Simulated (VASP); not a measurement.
Here is the system:

```
Al2Sc
1.0
    0.00000     3.77766     3.77766
    3.77766     0.00000     3.77766
    3.77766     3.77766     0.00000
Sc Al
2 4
Cartesian
  3.77766   3.77766   3.77766
  5.66648   5.66648   5.66648
  0.94441   0.94441   0.94441
  0.94441   2.83324   2.83324
  2.83324   2.83324   0.94441
  2.83324   0.94441   2.83324
```

These are LDA (Ceperley-Alder, Perdew-Zunger), VASP's LDA PAW potentials (set 64) (plane waves; VASP 6.6.1) values and carry that method's errors. Run with 300 eV cut-off, 6×6×6 Γ-centred mesh, Gaussian smearing of 0.10 eV, potentials Sc_sv Al.

Problem. Give the energies of bands 10 to 20 at the high-symmetry points, in eV from the Fermi level.

Solution. 
```tsv
band	Γ	X	U	L	W
10	-3.90	-7.50	-7.20	-6.97	-7.42
11	-2.44	-4.05	-5.17	-3.59	-4.89
12	-2.44	-4.05	-3.94	-3.58	-4.89
13	-2.44	-3.46	-3.14	-3.58	-1.51
14	-2.39	-3.46	-1.65	-1.78	-1.51
15	-2.39	0.28	-0.68	-1.78	-1.44
16	-2.39	0.28	-0.53	-0.31	-1.44
17	-1.66	0.67	-0.04	-0.11	0.46
18	-1.66	0.67	0.70	-0.11	0.46
19	0.40	0.85	0.95	1.68	1.07
20	2.15	0.85	1.16	1.68	1.07
```

It has no gap at this level: it comes out as a metal or semimetal.

The structure comes from a computed database's ScAl2 entry (Fd-3m); how it stands against other phases isn't given here. The cell was not relaxed at this level.
